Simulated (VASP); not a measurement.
Here is the system:

```
CELL_PARAMETERS angstrom
      3.99951     0.00000     0.00000
      0.00000     3.99951     0.00000
      0.00000     0.00000     5.25982
ATOMIC_POSITIONS crystal
  Pb 0.47889 0.97764 0.20750
  Pb 0.00235 0.53142 0.78832
  O  0.50881 0.48480 0.00319
  O  0.00995 0.00613 0.00099
```

Method: LDA (Ceperley-Alder, Perdew-Zunger), VASP's LDA PAW potentials (set 64) (plane waves; VASP). Numerical set-up: 400 eV cut-off, 7×7×5 Γ-centred mesh, Fermi-Dirac smearing of 0.050 eV, potentials Pb_d O.

### Question
What does the run give for the energy per atom (σ→0), largest force?

### Answer

```
Item                           Result
---------------------  --------------
energy per atom (σ→0)  -6.048 eV/atom
largest force              1.737 eV/Å
```

Only differences to runs with the same potentials and settings are physical.

The structure comes from a computed database's PbO entry; how it stands against other phases isn't given here. The cell was not relaxed at this level, atoms are displaced from their ideal sites.
